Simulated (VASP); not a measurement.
Output of a VASP run:

OUTCAR:
```
 ion  position               nearest neighbor table
   1  0.000  0.000  0.000-   3 1.89   6 1.89   5 1.90   4 1.90   4 1.90   5 1.90
   2  0.500  0.500  0.500-   4 1.89   5 1.89   3 1.90   6 1.90   3 1.90   6 1.90
   3  0.302  0.302  0.000-   1 1.89   2 1.90   2 1.90
   4  0.802  0.198  0.500-   2 1.89   1 1.90   1 1.90
   5  0.198  0.802  0.500-   2 1.89   1 1.90   1 1.90
   6  0.698  0.698  0.000-   1 1.89   2 1.90   2 1.90
  LATTYP: Found a simple tetragonal cell.
 ALAT       =     4.4200222598
 C/A-ratio  =     0.6550516563
 Subroutine PRICEL returns:
 Original cell was already a primitive cell.
 Subroutine GETGRP returns: Found 16 space group operations
The static configuration has the point symmetry D_2h.
 The point group associated with its full space group is D_4h.
The dynamic configuration has the point symmetry D_2h.
 Subroutine INISYM returns: Found 16 space group operations
 Subroutine IBZKPT returns following result:
 Found     30 irreducible k-points:

 Following reciprocal coordinates:
            Coordinates               Weight
  0.000000  0.000000  0.000000      1.000000
  0.200000  0.000000  0.000000      4.000000
  0.400000  0.000000  0.000000      4.000000
  0.200000  0.200000  0.000000      4.000000
  0.400000  0.200000  0.000000      8.000000
  0.400000  0.400000  0.000000      4.000000
  0.000000  0.000000  0.125000      2.000000
  0.200000  0.000000  0.125000      8.000000
  0.400000  0.000000  0.125000      8.000000
  0.200000  0.200000  0.125000      8.000000
  0.400000  0.200000  0.125000     16.000000
  0.400000  0.400000  0.125000      8.000000
  0.000000  0.000000  0.250000      2.000000
  0.200000  0.000000  0.250000      8.000000
  0.400000  0.000000  0.250000      8.000000
  0.200000  0.200000  0.250000      8.000000
  0.400000  0.200000  0.250000     16.000000
  0.400000  0.400000  0.250000      8.000000
  0.000000  0.000000  0.375000      2.000000
  0.200000  0.000000  0.375000      8.000000
  0.400000  0.000000  0.375000      8.000000
  0.200000  0.200000  0.375000      8.000000
  0.400000  0.200000  0.375000     16.000000
  0.400000  0.400000  0.375000      8.000000
  0.000000  0.000000  0.500000      1.000000
  0.200000  0.000000  0.500000      4.000000
  0.400000  0.000000  0.500000      4.000000
  0.200000  0.200000  0.500000      4.000000
  0.400000  0.200000  0.500000      8.000000
  0.400000  0.400000  0.500000      4.000000
   k-points           NKPTS =     30   k-points in BZ     NKDIM =     30   number of bands    NBANDS=     28
   number of dos      NEDOS =    301   number of ions     NIONS =      6
   total plane-waves  NPLWV =  31104
   dimension x,y,z NGX =    36 NGY =   36 NGZ =   24
   dimension x,y,z NGXF=    72 NGYF=   72 NGZF=   48
   ions per type =               2   4
   PREC   = accura    normal or accurate (medium, high low for compatibility)
   ISTART =      0    job   : 0-new  1-cont  2-samecut
   ICHARG =      2    charge: 1-file 2-atom 10-const
   ISPIN  =      1    spin polarized calculation?
   LNONCOLLINEAR =      F non collinear calculations
   LSORBIT =      F    spin-orbit coupling
   INIWAV =      1    electr: 0-lowe 1-rand  2-diag
   ENCUT  =  620.0 eV  45.57 Ry    6.75 a.u.   8.97  8.97  5.88*2*pi/ulx,y,z
   NELM   =    100;   NELMIN=  2; NELMDL= -5     # of ELM steps
   EDIFF  = 0.1E-05   stopping-criterion for ELM
   LREAL  =      F    real-space projection
   NLSPLINE    = F    spline interpolate recip. space projectors
   LMAXMIX     =    4 max onsite mixed and CHGCAR
   VOSKOWN=      0    Vosko Wilk Nusair interpolation
   EDIFFG = -.2E-01   stopping-criterion for IOM
   NSW    =     40    number of steps for IOM
   NBLOCK =      1;   KBLOCK =     40    inner block; outer block
   IBRION =      2    ionic relax: 0-MD 1-quasi-New 2-CG
   NFREE  =      1    steps in history (QN), initial steepest desc. (CG)
   ISIF   =      3    stress and relaxation
   ISYM   =      2    0-nonsym 1-usesym 2-fastsym
   TEIN   =    0.0    initial temperature
...
```

File OSZICAR:
```
...
       N       E                     dE             d eps       ncg     rms          rms(c)
DAV:   1    -0.687648042513E+02    0.14061E-01   -0.14981E+00  1680   0.109E+01    0.709E-01
DAV:   2    -0.687615179014E+02    0.32863E-02   -0.55130E-02  1888   0.216E+00    0.435E-01
DAV:   3    -0.687590123854E+02    0.25055E-02   -0.90353E-03  1832   0.986E-01    0.103E-01
DAV:   4    -0.687587046416E+02    0.30774E-03   -0.21743E-03  1856   0.508E-01    0.531E-02
DAV:   5    -0.687588371654E+02   -0.13252E-03   -0.37461E-04  1800   0.223E-01    0.282E-02
DAV:   6    -0.687587451515E+02    0.92014E-04   -0.21611E-04  1760   0.176E-01    0.940E-03
DAV:   7    -0.687588378677E+02   -0.92716E-04   -0.15097E-04  1732   0.144E-01    0.471E-03
DAV:   8    -0.687588558374E+02   -0.17970E-04   -0.17669E-05  1856   0.470E-02    0.278E-03
DAV:   9    -0.687588568332E+02   -0.99585E-06   -0.13210E-06  1116   0.126E-02
   6 F= -.53488858E+02 E0= -.53488858E+02  d E =-.167288E-02
       N       E                     dE             d eps       ncg     rms          rms(c)
DAV:   1    -0.687677952599E+02   -0.89394E-02   -0.18098E-01  1680   0.378E+00    0.247E-01
DAV:   2    -0.687674280652E+02    0.36719E-03   -0.67447E-03  1896   0.757E-01    0.152E-01
DAV:   3    -0.687671045746E+02    0.32349E-03   -0.10916E-03  1820   0.339E-01    0.376E-02
DAV:   4    -0.687670752850E+02    0.29290E-04   -0.25425E-04  1896   0.172E-01    0.185E-02
DAV:   5    -0.687670896130E+02   -0.14328E-04   -0.40162E-05  1808   0.716E-02    0.103E-02
DAV:   6    -0.687670757601E+02    0.13853E-04   -0.28634E-05  1736   0.653E-02    0.333E-03
DAV:   7    -0.687670891476E+02   -0.13387E-04   -0.22171E-05  1724   0.566E-02    0.165E-03
DAV:   8    -0.687670912610E+02   -0.21134E-05   -0.23027E-06  1316   0.175E-02    0.865E-04
DAV:   9    -0.687670915397E+02   -0.27874E-06   -0.27137E-07   968   0.568E-03
   7 F= -.53489517E+02 E0= -.53489517E+02  d E =-.233222E-02
       N       E                     dE             d eps       ncg     rms          rms(c)
DAV:   1    -0.687989569845E+02   -0.31866E-01   -0.65227E-02  1984   0.308E+00    0.349E-01
DAV:   2    -0.687983135321E+02    0.64345E-03   -0.61854E-03  1952   0.781E-01    0.176E-01
DAV:   3    -0.687980702853E+02    0.24325E-03   -0.23718E-03  2200   0.348E-01    0.435E-02
DAV:   4    -0.687979746932E+02    0.95592E-04   -0.40278E-04  2020   0.175E-01    0.271E-02
DAV:   5    -0.687979929303E+02   -0.18237E-04   -0.31531E-05  2060   0.613E-02    0.161E-02
DAV:   6    -0.687980047678E+02   -0.11838E-04   -0.72282E-05  2760   0.462E-02    0.134E-02
DAV:   7    -0.687980045372E+02    0.23059E-06   -0.32986E-06  1496   0.216E-02
   8 F= -.53489572E+02 E0= -.53489572E+02  d E =-.544883E-04
       N       E                     dE             d eps       ncg     rms          rms(c)
DAV:   1    -0.687848019046E+02    0.13203E-01   -0.12260E-02  1980   0.133E+00    0.151E-01
DAV:   2    -0.687846706917E+02    0.13121E-03   -0.11410E-03  1920   0.333E-01    0.769E-02
DAV:   3    -0.687846253416E+02    0.45350E-04   -0.45183E-04  2120   0.159E-01    0.196E-02
DAV:   4    -0.687846101708E+02    0.15171E-04   -0.75383E-05  2060   0.763E-02    0.112E-02
DAV:   5    -0.687846140629E+02   -0.38921E-05   -0.71018E-06  1916   0.301E-02    0.643E-03
DAV:   6    -0.687846173724E+02   -0.33095E-05   -0.11276E-05  2512   0.160E-02    0.567E-03
DAV:   7    -0.687846175182E+02   -0.14578E-06   -0.42612E-07   912   0.866E-03
   9 F= -.53489644E+02 E0= -.53489644E+02  d E =-.127126E-03
```

OUTCAR:
```
------------------------ aborting loop because EDIFF is reached ----------------------------------------
  FORCE on cell =-STRESS in cart. coord.  units (eV):
  Direction    XX          YY          ZZ          XY          YZ          ZX
  --------------------------------------------------------------------------------------
  Total       15.2050526     15.2050526     15.2905508      0.0000000      0.0000000      0.0000000
  in kB      447.3544058    447.3544058    449.8698855      0.0000000      0.0000000      0.0000000
  external PRESSURE =      -1.8071009 kB  Pullay stress =     450.0000000 kB
  volume of cell :       54.46
      direct lattice vectors                 reciprocal lattice vectors
     4.357292040  0.000000000  0.000000000     0.229500339 -0.000000000  0.000000000
     0.000000000  4.357292040  0.000000000    -0.000000000  0.229500339  0.000000000
     0.000000000  0.000000000  2.868226555     0.000000000  0.000000000  0.348647494
 POSITION                                       TOTAL-FORCE (eV/Angst)
 -----------------------------------------------------------------------------------
      0.00000      0.00000      0.00000         0.000000     -0.000000      0.000000
      2.17865      2.17865      1.43411         0.000000     -0.000000      0.000000
      1.31403      1.31403      0.00000         0.013193      0.013193     -0.000000
      3.49268      0.86462      1.43411         0.013193     -0.013193      0.000000
      0.86462      3.49268      1.43411        -0.013193      0.013193      0.000000
      3.04326      3.04326      0.00000        -0.013193     -0.013193      0.000000
 -----------------------------------------------------------------------------------
    total drift:                                0.000000      0.000000      0.000000
  FREE ENERGIE OF THE ION-ELECTRON SYSTEM (eV)
  ---------------------------------------------------
  free  energy   TOTEN  =       -68.7846175182 eV

  energy  without entropy=      -68.7846175182  energy(sigma->0) =      -68.78461752
  enthalpy is  TOTEN    =       -53.4896442860 eV   P V=       15.2949732322

 reached required accuracy - stopping structural energy minimisation
```
(Selected blocks of OUTCAR.)

File POSCAR:
```
TiO2
1
    4.4200222598     0.0000000000     0.0000000000
    0.0000000000     4.4200222598     0.0000000000
    0.0000000000     0.0000000000     2.8953429023
Ti O
2 4
Direct
  0.0000000000   0.0000000000   0.0000000000
  0.5000000000   0.5000000000   0.5000000000
  0.3021082072   0.3021082072   0.0000000000
  0.8021082072   0.1978917928   0.5000000000
  0.1978917928   0.8021082072   0.5000000000
  0.6978917928   0.6978917928   0.0000000000
```

Q: Reconstruct the remaining input files.

A: One answer among several that fit: the input of the run itself, r2SCAN meta-GGA, plane waves, VASP's PBE PAW potentials (set 64).

KPOINTS:
```
Automatic mesh
0
Gamma
5 5 8
0 0 0
```

INCAR:
```
SYSTEM = TiO2
PREC = Accurate; ENCUT = 620; LREAL = F
LASPH = T
EDIFF = 1E-6; NELM = 100; ALGO = Normal
LMAXMIX = 4; LMIXTAU = T
ISMEAR = 0; SIGMA = 0.05
METAGGA = R2SCAN
IBRION = 2; NSW = 40; ISIF = 3
EDIFFG = -0.02; PSTRESS = 450
LWAVE = F; LCHARG = F
```

POTCAR, in this order: Ti_sv O (PBE.64 set). Program: vasp_std.

Energy and stress use the plane-wave basis of the starting cell.

The compound is TiO2 in the rutile structure. This run relaxes it under an external pressure of 45 GPa. Symmetry was kept, so distortions that lower it aren't found.
